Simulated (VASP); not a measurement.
OSZICAR of a VASP run on Cd4S3Se (ordered alloy cell):

OSZICAR:
```
       N       E                     dE             d eps       ncg     rms          rms(c)
DAV:   1     0.451400081912E+03    0.45140E+03   -0.30683E+04   876   0.125E+03
DAV:   2    -0.942977260434E+00   -0.45234E+03   -0.44495E+03   981   0.341E+02
DAV:   3    -0.281218865813E+02   -0.27179E+02   -0.27076E+02  1012   0.835E+01
DAV:   4    -0.284605286439E+02   -0.33864E+00   -0.33816E+00   984   0.901E+00
DAV:   5    -0.284661733328E+02   -0.56447E-02   -0.56435E-02   993   0.114E+00    0.154E+01
DAV:   6    -0.266359709901E+02    0.18302E+01   -0.45393E+00  1048   0.172E+01    0.119E+01
DAV:   7    -0.265938980810E+02    0.42073E-01   -0.15767E+00   942   0.528E+00    0.531E+00
DAV:   8    -0.265792353967E+02    0.14663E-01   -0.27085E-01  1020   0.404E+00    0.754E-01
DAV:   9    -0.265734648261E+02    0.57706E-02   -0.52255E-02  1052   0.207E+00    0.188E-01
DAV:  10    -0.265734709411E+02   -0.61150E-05   -0.32583E-03   964   0.376E-01    0.131E-01
DAV:  11    -0.265734970189E+02   -0.26078E-04   -0.18539E-04   964   0.691E-02    0.975E-02
DAV:  12    -0.265735824307E+02   -0.85412E-04   -0.19570E-04  1012   0.907E-02    0.306E-02
DAV:  13    -0.265735861192E+02   -0.36885E-05   -0.58112E-05   943   0.389E-02    0.142E-02
DAV:  14    -0.265735860507E+02    0.68496E-07   -0.69468E-06   957   0.881E-03    0.671E-03
DAV:  15    -0.265735857220E+02    0.32871E-06   -0.16169E-06   959   0.767E-03    0.268E-03
DAV:  16    -0.265735858505E+02   -0.12854E-06   -0.31248E-07   675   0.286E-03    0.726E-04
DAV:  17    -0.265735858893E+02   -0.38748E-07   -0.66863E-08   574   0.146E-03
   1 F= -.26573586E+02 E0= -.26573586E+02  d E =0.000000E+00
```

Q: Which electronic solver shows in the log?

A: It is blocked Davidson (ALGO = Normal, or the opening steps of other solvers). The INCAR had ALGO = Normal.

Q: Can the final energy be trusted as converged?

A: Self-consistency was reached. It stopped with EDIFF = 1E-7, NELM = 100 (PBEsol GGA, plane waves, VASP's PBE PAW potentials (set 64)).

The structure was generated: Cd4S3Se was put into an ordered model structure (P-43m), which need not be its known phase. It was relaxed first.
